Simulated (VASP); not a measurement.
These are r2SCAN meta-GGA, VASP's PBE PAW potentials (set 64) (plane waves; VASP) values and carry that method's errors.

Input for VASP

### KPOINTS
```
Automatic
0
Gamma
 4 4 4
0 0 0
```

INCAR:
```
SYSTEM = CsPbCl3
PREC = Accurate; ENCUT = 400; LREAL = .FALSE.
LASPH = .TRUE.
EDIFF = 1E-6; NELM = 100; ALGO = Normal
LMAXMIX = 4; LMIXTAU = .TRUE.
ISMEAR = 0; SIGMA = 0.05
METAGGA = R2SCAN
IBRION = 2; NSW = 60; ISIF = 3
EDIFFG = -0.02
LWAVE = .FALSE.; LCHARG = .FALSE.
```

**POSCAR**
```
CsPbCl3
1.0
  3.9471619693   2.2788953971   3.2482918808
 -3.9471619693   2.2788953971   3.2482918808
  0.0000000000  -4.5577898225   3.2482918909
Cs Pb Cl
1 1 3
Cart
  0.0000000000   0.0000004858   4.8724378262
  0.0000000000   0.0000000000   0.0000000000
  1.9014142831  -3.2933457276   4.8724378311
  1.9014142831   3.2933466993   4.8724378214
 -3.8028285661   0.0000004858   4.8724378262
```

POTCAR, in this order: Cs_sv Pb_d Cl (PBE.64 set). Program: vasp_std.

Energy and stress use the plane-wave basis of the starting cell. Unless said otherwise, spin-orbit coupling is left out, though it shifts the bands of the heavy elements here.

**Question.** Estimate the energy per atom (σ→0), volume per atom, band gap (on the k-mesh).

**Answer.** 
```
Quantity                            Value
------------------------  ---------------
energy per atom (σ→0)     -21.631 eV/atom
band gap (on the k-mesh)          2.53 eV
volume per atom             36.47 Å³/atom
```

### OSZICAR
```
...
DAV:   3    -0.108155331681E+03    0.11213E-02   -0.42365E-03   804   0.688E-01    0.684E-02
DAV:   4    -0.108155177660E+03    0.15402E-03   -0.79206E-04   812   0.294E-01    0.248E-02
DAV:   5    -0.108155457625E+03   -0.27997E-03   -0.26199E-04   680   0.153E-01    0.118E-02
DAV:   6    -0.108155451784E+03    0.58408E-05   -0.83805E-05   678   0.878E-02    0.700E-03
DAV:   7    -0.108155482346E+03   -0.30562E-04   -0.46165E-05   684   0.613E-02    0.342E-03
DAV:   8    -0.108155494176E+03   -0.11830E-04   -0.76144E-06   720   0.244E-02    0.109E-03
DAV:   9    -0.108155494813E+03   -0.63715E-06   -0.16057E-06   576   0.116E-02
   3 F= -.10815549E+03 E0= -.10815549E+03  d E =-.229945E-01
```

The structure comes from a computed database's CsPbCl3 entry (R32); how it stands against other phases isn't given here. This run relaxes it. Symmetry was kept, so distortions that lower it aren't found. The start is the result of an earlier pass.
